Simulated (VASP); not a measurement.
Consider the following.

```
GaLa3
1.0
    5.66000     0.00000     0.00000
    0.00000     5.66000     0.00000
    0.00000     0.00000     5.66000
La Ga
3 1
Direct
  0.00000   0.50000   0.50000
  0.50000   0.00000   0.50000
  0.50000   0.50000   0.00000
  0.00000   0.00000   0.00000
```

All values below come from PBEsol GGA, VASP's PBE PAW potentials (set 64) (plane waves; VASP). Numerical set-up: 300 eV cut-off, 4×4×4 Γ-centred mesh, Fermi-Dirac smearing of 0.10 eV, potentials La Ga_d.

Q: Give the energies of bands 18 to 26 at the high-symmetry points, in eV from the Fermi level.

A: 
| band | Γ | X | M | R |
|---|---|---|---|---|
| 18 | -5.40 | -4.95 | -4.82 | -4.98 |
| 19 | -2.14 | -2.17 | -1.34 | -1.03 |
| 20 | -0.56 | -0.91 | -1.34 | -1.03 |
| 21 | -0.56 | -0.44 | -0.73 | -1.03 |
| 22 | -0.44 | -0.44 | -0.30 | -0.03 |
| 23 | -0.44 | -0.20 | 0.15 | -0.03 |
| 24 | -0.44 | 0.46 | 0.15 | -0.03 |
| 25 | 0.53 | 0.65 | 0.33 | 0.87 |
| 26 | 0.53 | 0.76 | 0.71 | 1.04 |

It has no gap at this level: it comes out as a metal or semimetal.

The structure comes from a measured La3Ga entry of the Crystallography Open Database, whose conditions weren't checked. The cell was not relaxed at this level.
